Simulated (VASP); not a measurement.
Consider the following.

```xyz
4
Lattice="0.0000 3.1366 3.1366 3.1366 0.0000 3.1366 3.1366 3.1366 0.0000" Properties=species:S:1:pos:R:3 pbc="T T T"
Ge     0.0000     0.0000     0.0000
Pt     3.1366     3.1366     3.1366
Pt     1.5683     1.5683     1.5683
Pt     4.7049     4.7049     4.7049
```

Level of theory: r2SCAN meta-GGA, VASP's PBE PAW potentials (set 64) (plane waves; VASP). Run with 400 eV cut-off, 10×10×10 Γ-centred mesh, tetrahedra with Blöchl corrections, potentials Ge_d Pt.

Q: Give the energies of bands 12 to 25 at the high-symmetry points, in eV from the Fermi level.

A: 
| band | Γ | X | U | L | W |
|---|---|---|---|---|---|
| 12 | -4.28 | -4.53 | -4.47 | -4.93 | -4.27 |
| 13 | -4.28 | -4.02 | -4.02 | -3.85 | -4.27 |
| 14 | -4.28 | -4.02 | -3.76 | -3.85 | -3.80 |
| 15 | -1.50 | -2.98 | -3.19 | -3.23 | -3.80 |
| 16 | -1.50 | -2.09 | -2.97 | -3.23 | -2.77 |
| 17 | -1.50 | -2.01 | -2.77 | -3.20 | -2.67 |
| 18 | -1.29 | -2.01 | -2.00 | -1.38 | -1.97 |
| 19 | -1.16 | -1.85 | -1.98 | -1.38 | -1.51 |
| 20 | -1.16 | -1.62 | -1.26 | -1.20 | -1.41 |
| 21 | -1.03 | -1.10 | -0.76 | -1.20 | -1.41 |
| 22 | -1.03 | -0.64 | -0.57 | -0.67 | -0.59 |
| 23 | 3.39 | -0.60 | -0.30 | 1.09 | -0.59 |
| 24 | 3.39 | -0.60 | 0.15 | 3.95 | -0.11 |
| 25 | 3.39 | 2.92 | 3.13 | 3.95 | 5.29 |

It has no gap at this level: it comes out as a metal or semimetal.

The structure was generated: GePt3 was put into the D03 type (Fm-3m), which need not be its known phase. It was relaxed first, which changed the volume by -11 %.
